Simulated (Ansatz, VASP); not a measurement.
# Te2Mo in two plane-wave programs, part 3 of 3

One calculation is typed for both programs; each brings its own data sets. How far apart do they land? The cell is taken from a series of runs on this material, whose earlier steps may have relaxed, scaled, displaced or heated it; both programs get it as it stands.

VASP 6.6.1 and Ansatz 0.2.0.

So far: The starting structure; Ansatz: zone-centre phonons, LDA; VASP: zone-centre phonons, LDA.

## (3) VASP: zone-centre phonons, LDA (continued)

Level of this step: LDA, no spin polarisation; plane waves and PAW (Te, Mo_sv) (VASP).

Numbers of over 12 decimals in the logs are rounded to 6 here.

From OUTCAR (step 3):

```text
ion  position               nearest neighbor table
   1  0.333  0.667  0.621-   6 2.70   6 2.70   6 2.70   3 3.60
   2  0.667  0.333  0.121-   5 2.70   5 2.70   5 2.70   4 3.60
   3  0.333  0.667  0.879-   6 2.70   6 2.70   6 2.70   1 3.60
   4  0.667  0.333  0.379-   5 2.70   5 2.70   5 2.70   2 3.60
   5  0.333  0.667  0.250-   2 2.70   4 2.70   2 2.70   4 2.70   2 2.70   4 2.70
   6  0.667  0.333  0.750-   1 2.70   3 2.70   1 2.70   3 2.70   1 2.70   3 2.70

  LATTYP: Found a hexagonal cell.
 ALAT       =     3.4746045667
 C/A-ratio  =     4.0305058239

 Subroutine GETGRP returns: Found 24 space group operations
 (whereof 12 operations were pure point group operations)

The static configuration has the point symmetry D_3d.
 The point group associated with its full space group is D_6h.

 Found      7 irreducible k-points:

   k-points           NKPTS =      7   k-points in BZ     NKDIM =      7   number of bands    NBANDS=     32

   dimension x,y,z NGX =    28 NGY =   28 NGZ =  108
   dimension x,y,z NGXF=    56 NGYF=   56 NGZF=  216

   ENCUT  =  500.0 eV  36.75 Ry    6.06 a.u.   6.34  6.34 25.53*2*pi/ulx,y,z

   NELECT =      52.0000    total number of electrons

 k-points in reciprocal lattice and weights: Automatic mesh
   0.00000000  0.00000000  0.00000000       0.028
   0.16666667  0.00000000  0.00000000       0.167
   0.33333333  0.00000000  0.00000000       0.167
   0.50000000  0.00000000  0.00000000       0.083
   0.16666667  0.16666667  0.00000000       0.167
   0.33333333  0.16666667  0.00000000       0.333
   0.33333333  0.33333333  0.00000000       0.056

 average (electrostatic) potential at core
       1 -86.6766       2 -86.6766       3 -86.6766       4 -86.6766       5 -73.1986
       6 -73.1986

  Total       -0.1658568     -0.1658568     -0.2292927     -0.0000000      0.0000000     -0.0000000
  in kB       -1.8148361     -1.8148361     -2.5089644     -0.0000000      0.0000000     -0.0000000
  external PRESSURE =      -2.0462122 kB  Pullay stress =       0.0000000 kB

  energy-cutoff  :      500.00
  volume of cell :      146.42
      direct lattice vectors                 reciprocal lattice vectors
     3.474604567  0.000000000  0.000000000     0.287802534  0.166162871  0.000000000
    -1.737302283  3.009095823  0.000000000     0.000000000  0.332325741  0.000000000
     0.000000000  0.000000000 14.004413942     0.000000000  0.000000000  0.071406058

 POSITION                                       TOTAL-FORCE (eV/Angst)
 -----------------------------------------------------------------------------------
     -0.00000      2.00606      8.70144        -0.000000      0.000000      0.036922
      1.73730      1.00303      1.69924        -0.000000      0.000000      0.036922
     -0.00000      2.00606     12.30518        -0.000000     -0.000000     -0.036922
      1.73730      1.00303      5.30297        -0.000000      0.000000     -0.036922
     -0.00000      2.00606      3.50110         0.000000      0.000000     -0.000000
      1.73730      1.00303     10.50331         0.000000     -0.000000     -0.000000
 -----------------------------------------------------------------------------------
    total drift:                               -0.000000      0.000000     -0.000000

 Eigenvectors and eigenvalues of the dynamical matrix
 ----------------------------------------------------

   1 f  =    8.885915 THz    55.831852 2PiTHz  296.402229 cm-1    36.749176 meV
             X         Y         Z           dx          dy          dz
     -0.000000  2.006064  8.701443     0.000000    0.000000   -0.260826
      1.737302  1.003032  1.699236    -0.000000   -0.000000    0.260826
     -0.000000  2.006064 12.305178     0.000000    0.000000   -0.260826
      1.737302  1.003032  5.302971    -0.000000   -0.000000    0.260826
     -0.000000  2.006064  3.501103     0.000000    0.000000   -0.603274
      1.737302  1.003032 10.503310    -0.000000   -0.000000    0.603274

   2 f  =    8.729134 THz    54.846769 2PiTHz  291.172580 cm-1    36.100783 meV
             X         Y         Z           dx          dy          dz
     -0.000000  2.006064  8.701443     0.000000   -0.000000    0.261460
      1.737302  1.003032  1.699236    -0.000000   -0.000000    0.261460
     -0.000000  2.006064 12.305178     0.000000   -0.000000    0.261460
      1.737302  1.003032  5.302971    -0.000000   -0.000000    0.261460
     -0.000000  2.006064  3.501103     0.000000    0.000000   -0.602725
      1.737302  1.003032 10.503310    -0.000000    0.000000   -0.602725

   3 f  =    7.136362 THz    44.839085 2PiTHz  238.043413 cm-1    29.513608 meV
             X         Y         Z           dx          dy          dz
     -0.000000  2.006064  8.701443     0.124219    0.228433   -0.000000
      1.737302  1.003032  1.699236    -0.124219   -0.228433   -0.000000
     -0.000000  2.006064 12.305178     0.124219    0.228433   -0.000000
      1.737302  1.003032  5.302971    -0.124219   -0.228433    0.000000
     -0.000000  2.006064  3.501103     0.288529    0.530592    0.000000
      1.737302  1.003032 10.503310    -0.288529   -0.530592   -0.000000

   4 f  =    7.136362 THz    44.839085 2PiTHz  238.043413 cm-1    29.513608 meV
             X         Y         Z           dx          dy          dz
     -0.000000  2.006064  8.701443     0.228433   -0.124219    0.000000
      1.737302  1.003032  1.699236    -0.228433    0.124219    0.000000
     -0.000000  2.006064 12.305178     0.228433   -0.124219   -0.000000
      1.737302  1.003032  5.302971    -0.228433    0.124219   -0.000000
     -0.000000  2.006064  3.501103     0.530592   -0.288529    0.000000
      1.737302  1.003032 10.503310    -0.530592    0.288529    0.000000

   5 f  =    7.116599 THz    44.714908 2PiTHz  237.384179 cm-1    29.431874 meV
             X         Y         Z           dx          dy          dz
     -0.000000  2.006064  8.701443    -0.124939   -0.229756    0.000000
      1.737302  1.003032  1.699236    -0.124939   -0.229756    0.000000
     -0.000000  2.006064 12.305178    -0.124939   -0.229756   -0.000000
      1.737302  1.003032  5.302971    -0.124939   -0.229756    0.000000
     -0.000000  2.006064  3.501103     0.287908    0.529446   -0.000000
      1.737302  1.003032 10.503310     0.287908    0.529446   -0.000000

   6 f  =    7.116599 THz    44.714908 2PiTHz  237.384179 cm-1    29.431874 meV
             X         Y         Z           dx          dy          dz
     -0.000000  2.006064  8.701443     0.229756   -0.124939    0.000000
      1.737302  1.003032  1.699236     0.229756   -0.124939   -0.000000
     -0.000000  2.006064 12.305178     0.229756   -0.124939   -0.000000
      1.737302  1.003032  5.302971     0.229756   -0.124939    0.000000
     -0.000000  2.006064  3.501103    -0.529446    0.287908    0.000000
      1.737302  1.003032 10.503310    -0.529446    0.287908   -0.000000

   7 f  =    5.327916 THz    33.476286 2PiTHz  177.720159 cm-1    22.034482 meV
             X         Y         Z           dx          dy          dz
     -0.000000  2.006064  8.701443     0.000000    0.000000    0.500000
      1.737302  1.003032  1.699236     0.000000   -0.000000    0.500000
     -0.000000  2.006064 12.305178     0.000000    0.000000   -0.500000
      1.737302  1.003032  5.302971     0.000000    0.000000   -0.500000
     -0.000000  2.006064  3.501103    -0.000000    0.000000   -0.000000
      1.737302  1.003032 10.503310    -0.000000   -0.000000    0.000000

   8 f  =    5.222057 THz    32.811154 2PiTHz  174.189085 cm-1    21.596684 meV
             X         Y         Z           dx          dy          dz
     -0.000000  2.006064  8.701443     0.000000   -0.000000   -0.500000
      1.737302  1.003032  1.699236     0.000000   -0.000000    0.500000
     -0.000000  2.006064 12.305178     0.000000   -0.000000    0.500000
      1.737302  1.003032  5.302971    -0.000000   -0.000000   -0.500000
     -0.000000  2.006064  3.501103    -0.000000    0.000000   -0.000000
      1.737302  1.003032 10.503310    -0.000000   -0.000000   -0.000000

   9 f  =    3.577069 THz    22.475385 2PiTHz  119.318167 cm-1    14.793561 meV
             X         Y         Z           dx          dy          dz
     -0.000000  2.006064  8.701443     0.238863    0.439254    0.000000
      1.737302  1.003032  1.699236     0.238863    0.439254    0.000000
     -0.000000  2.006064 12.305178    -0.238863   -0.439254   -0.000000
      1.737302  1.003032  5.302971    -0.238863   -0.439254   -0.000000
     -0.000000  2.006064  3.501103     0.000000    0.000000    0.000000
      1.737302  1.003032 10.503310    -0.000000   -0.000000    0.000000

  10 f  =    3.577069 THz    22.475385 2PiTHz  119.318167 cm-1    14.793561 meV
             X         Y         Z           dx          dy          dz
     -0.000000  2.006064  8.701443     0.439254   -0.238863   -0.000000
      1.737302  1.003032  1.699236     0.439254   -0.238863   -0.000000
     -0.000000  2.006064 12.305178    -0.439254    0.238863    0.000000
      1.737302  1.003032  5.302971    -0.439254    0.238863    0.000000
     -0.000000  2.006064  3.501103    -0.000000   -0.000000   -0.000000
      1.737302  1.003032 10.503310    -0.000000   -0.000000    0.000000

  11 f  =    3.551032 THz    22.311791 2PiTHz  118.449672 cm-1    14.685881 meV
             X         Y         Z           dx          dy          dz
     -0.000000  2.006064  8.701443     0.238870    0.439251   -0.000000
      1.737302  1.003032  1.699236    -0.238870   -0.439251   -0.000000
     -0.000000  2.006064 12.305178    -0.238870   -0.439251    0.000000
      1.737302  1.003032  5.302971     0.238870    0.439251    0.000000
     -0.000000  2.006064  3.501103     0.000000    0.000000    0.000000
      1.737302  1.003032 10.503310     0.000000    0.000000    0.000000

  12 f  =    3.551032 THz    22.311791 2PiTHz  118.449672 cm-1    14.685881 meV
             X         Y         Z           dx          dy          dz
     -0.000000  2.006064  8.701443    -0.439251    0.238870   -0.000000
      1.737302  1.003032  1.699236     0.439251   -0.238870   -0.000000
     -0.000000  2.006064 12.305178     0.439251   -0.238870    0.000000
      1.737302  1.003032  5.302971    -0.439251    0.238870    0.000000
     -0.000000  2.006064  3.501103    -0.000000    0.000000   -0.000000
      1.737302  1.003032 10.503310     0.000000   -0.000000   -0.000000

  13 f  =    0.898370 THz     5.644627 2PiTHz   29.966408 cm-1     3.715359 meV
             X         Y         Z           dx          dy          dz
     -0.000000  2.006064  8.701443     0.000000    0.000000    0.426579
      1.737302  1.003032  1.699236    -0.000000   -0.000000   -0.426579
     -0.000000  2.006064 12.305178     0.000000    0.000000    0.426579
      1.737302  1.003032  5.302971    -0.000000   -0.000000   -0.426579
     -0.000000  2.006064  3.501103    -0.000000   -0.000000   -0.368864
      1.737302  1.003032 10.503310     0.000000    0.000000    0.368864
    [... 43 further lines ...]
     -0.000000  2.006064  3.501103    -0.209943   -0.304498    0.000000
      1.737302  1.003032 10.503310    -0.209943   -0.304498    0.000000

 MACROSCOPIC STATIC DIELECTRIC TENSOR IONIC CONTRIBUTION
 ------------------------------------------------------
           1.903065     0.000000     0.000000
           0.000000     1.903065    -0.000000
           0.000000    -0.000000     0.158633
 ------------------------------------------------------

 ELASTIC MODULI CONTR FROM IONIC RELAXATION (kBar)
 Direction    XX          YY          ZZ          XY          YZ          ZX
 --------------------------------------------------------------------------------
 XX        -323.8950   -180.0609   -665.8526     -0.0000      0.0000      0.0000
 YY        -180.0609   -323.8950   -665.8526     -0.0000     -0.0000      0.0000
 ZZ        -665.8526   -665.8526  -1759.5181     -0.0000      0.0000      0.0000
 XY          -0.0000     -0.0000     -0.0000    -71.9170     -0.0000     -0.0000
 YZ          -0.0000      0.0000      0.0000      0.0000   -897.0028     -0.0000
 ZX           0.0000      0.0000      0.0000     -0.0000     -0.0000   -632.5015
 --------------------------------------------------------------------------------

 PIEZOELECTRIC TENSOR IONIC CONTR  for field in x, y, z        (C/m^2)
          XX          YY          ZZ          XY          YZ          ZX
  --------------------------------------------------------------------------------
  x     0.00000    -0.00000    -0.00000     0.00000    -0.00000     0.00000
  y     0.00000    -0.00000     0.00000     0.00000    -0.00000    -0.00000
  z     0.00000    -0.00000    -0.00000    -0.00000    -0.00000    -0.00000
```

## (4) Differences

Known differences besides the potentials themselves: the two LDA forms differ slightly; fixed occupations in Ansatz, narrow Gaussian smearing in VASP; the data sets hold 92 valence electrons in Ansatz (on its PAW soft_1 files) and 52 in VASP; the cutoff is 260 eV in Ansatz and 500 eV in VASP; VASP's log shows a relativistic correction to its local exchange, Ansatz's none; Ansatz's log warns that its cutoff lies below the recommended one. Total energies have different zeros and are not compared.

Both answers:

```tsv
quantity	Ansatz	VASP	difference
ε∞ xx	19.76	20.44	-3.33 %
ε∞ yy	19.76	20.44	-3.33 %
ε∞ zz	10.93	13.94	-21.57 %
Born charge of Te1 (mean of the diagonal) (e)	1.38	1.31	+0.07
Born charge of Mo5 (mean of the diagonal) (e)	-2.76	-2.62	-0.14
optical mode 1 to 2 (cm⁻¹)	24.2	23.6	+0.6
optical mode 3 (cm⁻¹)	31.9	30.0	+1.9
optical mode 4 to 5 (cm⁻¹)	115.6	118.4	-2.44 %
optical mode 6 to 7 (cm⁻¹)	116.7	119.3	-2.18 %
optical mode 8 (cm⁻¹)	169.6	174.2	-2.62 %
optical mode 9 (cm⁻¹)	175.0	177.7	-1.54 %
optical mode 10 to 11 (cm⁻¹)	232.0	237.4	-2.27 %
optical mode 12 to 13 (cm⁻¹)	232.7	238.0	-2.24 %
optical mode 14 (cm⁻¹)	283.9	291.2	-2.50 %
optical mode 15 (cm⁻¹)	289.2	296.4	-2.43 %
```

Modes are paired by rising frequency, not by their patterns, so a pair may set unlike modes beside each other; they are those without the splitting of longitudinal modes.

## (5) Results

| Item | Value |
| --- | --- |
| difference in ε∞ zz (zone-centre phonons, LDA) | -22 % |

**Reading.** The difference in ε∞ zz is -22 % (zone-centre phonons, LDA), beyond the 5 % picked in this series as the mark of a large difference. The data sets hold unlike numbers of valence electrons (92 in Ansatz and 52 in VASP), so part of the differences comes from the potentials. Ansatz's own log doubts the convergence of its zone-centre phonons, LDA run, which may account for the difference. Such differences can come from data sets, numerical settings and the points named under the comparisons, not from the functional's error against experiment.

[Lines on the potential files, build, host, timing and source positions are cut from VASP's logs without a mark.]

[Logs are printed without paths, hosts, clocks, repeated set-up lines and the standing remarks that a program may print on its own settings, such as how far it seeks lower states.]

[Hosts, paths, dates, database ids (printed as entryN), source tags and the programs' standing remarks are cut or masked in the printed files.]
